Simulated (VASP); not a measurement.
A convergence study with VASP on Hf (hcp): one setting is varied, all else stays as given below, so the limit is that of these other settings.

```yaml
crystal:
  lattice:
    - [1.59500, -2.76262, 0.00000]
    - [1.59500, 2.76262, 0.00000]
    - [0.00000, 0.00000, 5.05000]
  atoms:
    - { symbol: Hf, position: [0.33333, 0.66667, 0.25000] }
    - { symbol: Hf, position: [0.66667, 0.33333, 0.75000] }
```

These are PBEsol GGA, VASP's PBE PAW potentials (set 64) (plane waves; VASP) values and carry that method's errors. The tightest run used: 550 eV cut-off, 23×23×12 Γ-centred mesh, first-order Methfessel-Paxton smearing of 0.10 eV, potentials Hf_pv.

Question: The settings run are 1×1×1 mesh; 2×2×1 mesh; 3×3×2 mesh; 4×4×2 mesh; 5×5×3 mesh; 6×6×3 mesh; 7×7×4 mesh; 8×8×4 mesh; 9×9×5 mesh; 10×10×5 mesh; 11×11×6 mesh; 12×12×6 mesh; 13×13×7 mesh; 14×14×7 mesh; 15×15×8 mesh; 16×16×9 mesh; 17×17×9 mesh; 18×18×10 mesh; 19×19×10 mesh; 20×20×11 mesh; 21×21×11 mesh; 22×22×12 mesh; 23×23×12 mesh. From which on does the energy per atom stay within 0.01 eV/atom of the tightest run?

Answer: From 7×7×4 mesh on: it is off by 0.0006 there and by no more than 0.01 in any finer run, while 6×6×3 mesh is off by 0.0297.
| setting | E (eV/atom) | pressure (GPa) | irreducible k-points | difference judged (eV/atom) |
|---|---|---|---|---|
| 1×1×1 mesh | -9.8833 | 43.38 | 1 | 0.6120 |
| 2×2×1 mesh | -10.8839 | -6.00 | 2 | 0.3886 |
| 3×3×2 mesh | -10.5220 | -3.77 | 6 | 0.0268 |
| 4×4×2 mesh | -10.4580 | -3.87 | 8 | 0.0373 |
| 5×5×3 mesh | -10.4943 | -4.12 | 10 | 0.0010 |
| 6×6×3 mesh | -10.4656 | -2.78 | 14 | 0.0297 |
| 7×7×4 mesh | -10.4947 | -3.26 | 24 | 0.0006 |
| 8×8×4 mesh | -10.5025 | -3.76 | 30 | 0.0072 |
| 9×9×5 mesh | -10.4977 | -3.66 | 36 | 0.0025 |
| 10×10×5 mesh | -10.4957 | -3.79 | 42 | 0.0004 |
| 11×11×6 mesh | -10.4928 | -3.41 | 64 | 0.0025 |
| 12×12×6 mesh | -10.4942 | -3.52 | 76 | 0.0011 |
| 13×13×7 mesh | -10.4947 | -3.50 | 84 | 0.0006 |
| 14×14×7 mesh | -10.4944 | -3.56 | 96 | 0.0009 |
| 15×15×8 mesh | -10.4952 | -3.55 | 135 | 0.0001 |
| 16×16×9 mesh | -10.4953 | -3.62 | 150 | 0.0000 |
| 17×17×9 mesh | -10.4959 | -3.57 | 165 | 0.0006 |
| 18×18×10 mesh | -10.4955 | -3.58 | 222 | 0.0002 |
| 19×19×10 mesh | -10.4958 | -3.62 | 240 | 0.0005 |
| 20×20×11 mesh | -10.4951 | -3.57 | 264 | 0.0002 |
| 21×21×11 mesh | -10.4950 | -3.57 | 288 | 0.0003 |
| 22×22×12 mesh | -10.4952 | -3.56 | 364 | 0.0001 |
| 23×23×12 mesh | -10.4953 | -3.58 | 392 | 0.0000 |

Left out are rungs that failed or repeat a setting and relaxations that didn't move; long series are thinned to 24 rows.

The compound is Hf in the hcp structure. The cell was not relaxed at this level.
